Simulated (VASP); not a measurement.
Level of theory: PBE GGA, VASP's PBE PAW potentials (set 64) (plane waves; VASP).

VASP ran on this input.

**INCAR**
```
SYSTEM = NaI
PREC = Accurate; ENCUT = 300; LREAL = .FALSE.
LASPH = .TRUE.
EDIFF = 1E-6; NELM = 100; ALGO = Normal
LMAXMIX = 4
ISMEAR = 0; SIGMA = 0.01
GGA = PE
ISIF = 2
LWAVE = .FALSE.; LCHARG = .FALSE.
```

POSCAR:
```
NaI
6.323370
  0.0000000000   0.5000000000   0.5000000000
  0.5000000000   0.0000000000   0.5000000000
  0.5000000000   0.5000000000   0.0000000000
Na I
1 1
direct
  0.0000000000   0.0000000000   0.0000000000
  0.5000000000   0.5000000000   0.5000000000
```

KPOINTS:
```
Regular mesh
0
Gamma
9 9 9
0 0 0
```

POTCAR, in this order: Na_pv I (PBE.64 set). Program: vasp_std.

At this cut-off the stress carries a Pulay error, which pulls relaxed volumes low. Unless said otherwise, spin-orbit coupling is left out, though it shifts the bands of the heavy elements here.

**Question.** What does the run give for the energy per atom (σ→0), pressure, band gap (on the k-mesh)?

**Answer.** 
The energy per atom (σ→0) is -258.3 kJ/mol of atoms, the band gap (on the k-mesh) comes out as 3.84 eV and the pressure is 1.82 GPa.

### OSZICAR
```
...
DAV:   5    -0.541387807345E+01   -0.23543E-02   -0.23543E-02   929   0.129E+00    0.170E+00
DAV:   6    -0.536037646543E+01    0.53502E-01   -0.74141E-02   884   0.180E+00    0.119E+00
DAV:   7    -0.535276099493E+01    0.76155E-02   -0.65473E-02   890   0.160E+00    0.590E-01
DAV:   8    -0.535447019788E+01   -0.17092E-02   -0.41768E-03   824   0.626E-01    0.132E-01
DAV:   9    -0.535444840340E+01    0.21794E-04   -0.11256E-04   884   0.117E-01    0.327E-02
DAV:  10    -0.535446378061E+01   -0.15377E-04   -0.30881E-05   869   0.695E-02    0.584E-03
DAV:  11    -0.535446430675E+01   -0.52614E-06   -0.33003E-06   842   0.215E-02
   1 F= -.53544643E+01 E0= -.53544643E+01  d E =-.249209E-78
```

The structure comes from a computed database's NaI entry; how it stands against other phases isn't given here. The cell was not relaxed at this level.
